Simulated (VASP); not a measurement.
Here is the system:

```xyz
2
Lattice="0.0000 2.7815 2.7815 2.7815 0.0000 2.7815 2.7815 2.7815 0.0000" Properties=species:S:1:pos:R:3 pbc="T T T"
Ga     2.7815     5.5630     2.7815
P      1.3907     1.3907     1.3907
```

All values below come from revTPSS meta-GGA, VASP's PBE PAW potentials (set 64) (plane waves; VASP 6.6.1). Settings: 520 eV cut-off, 8×8×8 Γ-centred mesh, Gaussian smearing of 0.050 eV, potentials Ga_d P.

Question: Give the stress tensor in GPa (positive for a compressed cell).

Answer: 
```
-4.24   0.00   0.00
 0.00  -4.24   0.00
 0.00   0.00  -4.24
```
The pressure is its mean diagonal, -4.24 GPa.

The compound is GaP in the zinc blende structure. This cell is one point of a volume scan, at 1.06 of the reference volume.
